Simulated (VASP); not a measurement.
An input for Ansatz (written as the equivalent of a VASP run, and not itself run):

Ansatz 0.2 input:
```yaml
crystal:
  lattice:
    - [0.0000000, 2.5700000, 2.5700000]
    - [2.5700000, 0.0000000, 2.5700000]
    - [2.5700000, 2.5700000, 0.0000000]
  atoms:
    - { symbol: Li, position: [0.0000000, 0.0000000, 0.0000000] }
    - { symbol: Cl, position: [0.5000000, 0.5000000, 0.5000000] }
kpoints:
  mp_grid: { grid: [6, 6, 6] }
hamiltonian:
  xc: pbe
  pseudopotentials: { kind: paw }
scf:
  occupations: { method: fermi_dirac, width: 0.05 }
  max_iter: 100
output: { forces: true, stress: true, eigenvalues: true }
```

### Question
Write the VASP files for the same calculation (PBE).

### Answer
One answer among several that fit: 
### KPOINTS
```
Automatic
0
Gamma
6 6 6
```

POSCAR:
```
LiCl
1
    0.0000000000     2.5700000000     2.5700000000
    2.5700000000     0.0000000000     2.5700000000
    2.5700000000     2.5700000000     0.0000000000
Li Cl
1 1
Direct
  0.0000000000   0.0000000000   0.0000000000
  0.5000000000   0.5000000000   0.5000000000
```

INCAR:
```
ALGO  =  Normal
EDIFF  =  1E-6
ENCUT  =  400
GGA  =  PE
ISIF  =  2
ISMEAR  =  -1
LASPH  =  .True.
LCHARG  =  .False.
LREAL  =  .False.
LWAVE  =  .False.
NELM  =  100
PREC  =  Accurate
SIGMA  =  0.05
SYSTEM  =  LiCl
```

POTCAR, in this order: Li_sv Cl (PBE.64 set). Program: vasp_std.

What does not carry over: each code has its own PAW files, so the cut-off isn't converted (ENCUT is set for VASP's; basis.ecutwfc is left out, and Ansatz then takes the one that its files recommend); Ansatz stops its SCF on the density residual and VASP on the energy change (EDIFF).

The structure is a typed LiCl crystal (Fm-3m). The cell was not relaxed at this level.
